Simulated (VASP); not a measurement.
A convergence study with VASP on SnO₂ (rutile): one setting is varied, all else stays as given below, so the limit is that of these other settings.

```yaml
crystal:
  lattice:
    - [4.74000, 0.00000, 0.00000]
    - [0.00000, 4.74000, 0.00000]
    - [0.00000, 0.00000, 3.19000]
  atoms:
    - { symbol: Sn, position: [0.00000, 0.00000, 0.00000] }
    - { symbol: Sn, position: [0.50000, 0.50000, 0.50000] }
    - { symbol: O, position: [0.30700, 0.30700, 0.00000] }
    - { symbol: O, position: [0.80700, 0.19300, 0.50000] }
    - { symbol: O, position: [0.19300, 0.80700, 0.50000] }
    - { symbol: O, position: [0.69300, 0.69300, 0.00000] }
```

The numbers are results of PBEsol GGA, VASP's PBE PAW potentials (set 64) (plane waves; VASP 6.6.1), not measurements. The tightest run used: 700 eV cut-off, 10×10×16 Γ-centred mesh, tetrahedra with Blöchl corrections, potentials Sn_d O.

Unless said otherwise, spin-orbit coupling is left out, though it shifts the bands of the heavy elements here. Gaps are read on the run's mesh, which can miss a band edge.

The settings run are 2×2×3 mesh; 2×2×4 mesh; 3×3×5 mesh; 4×4×6 mesh; 4×4×7 mesh; 5×5×8 mesh; 6×6×9 mesh; 6×6×10 mesh; 7×7×11 mesh; 8×8×12 mesh; 8×8×13 mesh; 9×9×14 mesh; 9×9×15 mesh; 10×10×16 mesh. From which on does the energy per atom stay within 0.002 eV/atom of the tightest run?

From 3×3×5 mesh on: it is off by 0.0012 there and by no more than 0.002 in any finer run, while 2×2×4 mesh is off by 0.0068.
```csv
setting,E (eV/atom),pressure (GPa),largest force (eV/Å),gap on the mesh (eV),irreducible k-points,difference judged (eV/atom)
2×2×3 mesh,-6.5936,4.37,0.190,1.138,6,0.0167
2×2×4 mesh,-6.6035,4.44,0.178,1.144,9,0.0068
3×3×5 mesh,-6.6091,4.64,0.200,1.151,9,0.0012
4×4×6 mesh,-6.6100,4.69,0.200,1.152,24,0.0002
4×4×7 mesh,-6.6101,4.69,0.200,1.152,24,0.0002
5×5×8 mesh,-6.6102,4.71,0.200,1.152,30,0.0000
6×6×9 mesh,-6.6103,4.71,0.200,1.152,50,0.0000
6×6×10 mesh,-6.6103,4.71,0.200,1.152,60,0.0000
7×7×11 mesh,-6.6103,4.72,0.201,1.153,60,0.0000
8×8×12 mesh,-6.6103,4.71,0.201,1.153,105,0.0000
8×8×13 mesh,-6.6103,4.71,0.201,1.153,105,0.0000
9×9×14 mesh,-6.6103,4.71,0.201,1.153,120,0.0000
9×9×15 mesh,-6.6103,4.71,0.201,1.153,120,0.0000
10×10×16 mesh,-6.6103,4.71,0.201,1.153,189,0.0000
```

Left out are rungs that failed or repeat a setting and relaxations that didn't move; long series are thinned to 24 rows.

The compound is SnO2 in the rutile structure. The cell was not relaxed at this level, forces remain on its atoms.
